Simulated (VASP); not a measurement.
Sn2HBr3: relaxation of cell and atoms with PBE

Sn2HBr3:

```
Sn H Br
1.0
     5.10906    0.00000    0.00000
     0.00000    5.10906    0.00000
     0.00000    0.00000    7.27569
Sn H Br
2 1 3
Direct
  0.00000 0.50000 0.26791
  0.50000 0.00000 0.73209
  0.00000 0.00000 0.50000
  0.50000 0.50000 0.00000
  0.00000 0.00000 0.00000
  0.50000 0.50000 0.50000
```

The cell was built by a generator and needn't be a form met in nature.

```json
{"Program": "VASP 6.6.1", "Task": "relaxation of cell and atoms", "Functional": "PBE", "Potentials or basis": "VASP PAW PBE potentials, release 64 (Sn_d, H, Br)", "Cutoff": "520 eV", "k mesh": "3 × 3 × 2", "Occupations": "gaussian, width 0.15 eV", "Spin": "no spin polarisation", "Further INCAR settings": "PREC = Normal; ALGO = Fast; EDIFF = 0.0001; IBRION = 2; EDIFFG = -0.08; NSW = 24; ISIF = 3"}
```

```json
{
  "Relaxed volume": "30.01 Å³/atom",
  "Relaxed cell": "a = 5.023 Å, b = 5.023 Å, c = 7.138 Å, α = 90.00°, β = 90.00°, γ = 90.00°",
  "Space group after relaxing (to 0.05 Å)": "P-4m2 (No. 115)",
  "Energy gained by relaxing": "11.6 meV/atom",
  "Ionic steps": "2",
  "Pressure after relaxing": "-0.3 GPa",
  "Largest force after relaxing": "0.014 eV/Å",
  "Band gap on the k mesh": "1.87 eV, indirect (least direct gap 2.01 eV)"
}
```

Forces on the atoms (eV/Å):
```
Sn   0.000  0.000 -0.014
Sn   0.000  0.000  0.014
H    0.000  0.000  0.000
Br   0.000  0.000  0.000
Br   0.000  0.000  0.000
Br   0.000  0.000  0.000
```

Step by step:
| step | energy change (eV) | largest force (eV/Å) | pressure (GPa) | volume (Å³) |
| --- | --- | --- | --- | --- |
| 1 | 0.0000 | 0.1492 | -1.84 | 189.91 |
| 2 | -0.0698 | 0.0145 | -0.32 | 180.08 |

Final structure:
```xyz
6
Lattice="5.0229 0.0000 0.0000 0.0000 5.0229 0.0000 0.0000 0.0000 7.1379" Properties=species:S:1:pos:R:3 pbc="T T T"
Sn    5.0229    2.5114    1.9052
Sn    2.5114    0.0000    5.2326
H     0.0000    5.0229    3.5689
Br    2.5114    2.5114    0.0000
Br    0.0000    5.0229    0.0000
Br    2.5114    2.5114    3.5689
```

Levels at points of the mesh, in eV from the valence-band top:
```
           k point  band 22  band 23  band 24  band 25  band 26  band 27  band 28  band 29
(0.00, 0.00, 0.00)    -1.29    -1.29    -1.19    -0.40     2.00     2.00     2.14     3.03
(0.00, 0.00, 0.50)    -1.76    -1.25    -1.25    -0.14     1.87     2.60     2.60     2.96
```

It took 25 s on 1 thread of AMD EPYC 7R13 Processor (Zen 3), with other jobs on the host, peak memory 0.17 GiB.

Caveat: the k mesh is coarse (spacing up to 0.43 Å⁻¹), so the values aren't converged; spin-orbit coupling is left out, which moves the levels of the heavy elements; an odd mesh through Γ misses points on the zone boundary, where band edges often lie; the relaxation stopped at a loose force limit of 0.08 eV/Å, so its end isn't a converged minimum.
